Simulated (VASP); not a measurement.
All values below come from PBE GGA, VASP's PBE PAW potentials (set 64) (plane waves; VASP).

VASP input:

File KPOINTS:
```
Automatic mesh
0
Gamma
6 6 6
0 0 0
```

### INCAR
```
EDIFF = 1E-6
SYSTEM = SiS2
LWAVE = .FALSE.
ISIF = 2   ! forces and stress, cell fixed
LREAL = .FALSE.
SIGMA = 0.02   ! width (eV)
ISMEAR = -1   ! Fermi-Dirac
ALGO = Normal   ! blocked Davidson
GGA = PE
PREC = Accurate
NELM = 100   ! most electronic steps
LASPH = .TRUE.
LCHARG = .FALSE.
ENCUT = 300
```

**POSCAR**
```
SiS2
1
   -2.9402330000     5.0224080000     2.8376100000
    2.9402330000    -5.0224080000     2.8376100000
    2.9402330000     5.0224080000    -2.8376100000
Si S
2 4
Direct
  0.7500000000   0.7500000000   0.0000000000
  0.2500000000   0.2500000000   0.0000000000
  0.8847500000   0.7985600000   0.6833100000
  0.1152500000   0.2014400000   0.3166900000
  0.6152500000   0.2985600000   0.9138100000
  0.3847500000   0.7014400000   0.0861900000
```

POTCAR, in this order: Si S (PBE.64 set). Program: vasp_std.

What will the output report for the number of irreducible k-points (NKPTS), largest plane-wave count, number of space-group operations, FFT grid (NGX, NGY, NGZ)?

- number of irreducible k-points (NKPTS): 46
- largest plane-wave count: 2001
- number of space-group operations: 8
- FFT grid (NGX, NGY, NGZ): 40 × 40 × 40

The structure comes from a computed database's SiS2 entry; how it stands against other phases isn't given here. The cell was not relaxed at this level.
